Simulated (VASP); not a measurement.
```
O2Si
1.0
    4.28381     0.00000     0.00000
    0.00000     4.28381     0.00000
    0.00000     0.00000     2.73951
Si O
2 4
Direct
  0.00000   0.00000   0.00000
  0.50000   0.50000   0.50000
  0.30605   0.30605   0.00000
  0.80605   0.19395   0.50000
  0.19395   0.80605   0.50000
  0.69395   0.69395   0.00000
```

Computed with PBE GGA with D3 dispersion (Becke-Johnson damping), VASP's PBE PAW potentials (set 64) (plane waves; VASP). Run with 520 eV cut-off, 5×5×8 Γ-centred mesh, Gaussian smearing of 0.050 eV, potentials Si O.

Q: The ions and cell shape at fixed volume are relaxed. Predict the relaxed structure.

A: 
```
O2Si
1.0
    4.30832     0.00000     0.00000
    0.00000     4.30832     0.00000
    0.00000     0.00000     2.70843
Si O
2 4
Direct
  0.00000   0.00000   0.00000
  0.50000   0.50000   0.50000
  0.30901   0.30901   0.00000
  0.80901   0.19099   0.50000
  0.19099   0.80901   0.50000
  0.69099   0.69099   0.00000
```
Space group P4_2/mnm (136), at a tolerance of 0.03 Å.

Q: How much energy does the relaxation gain?

A: The energy (σ→0) changes by -3.3 meV/atom, in 5 ionic steps.

The compound is SiO2 in the rutile structure, stishovite, a high-pressure form. This cell is one point of a volume scan, at 1.06 of the reference volume. Symmetry was kept, so distortions that lower it aren't found.
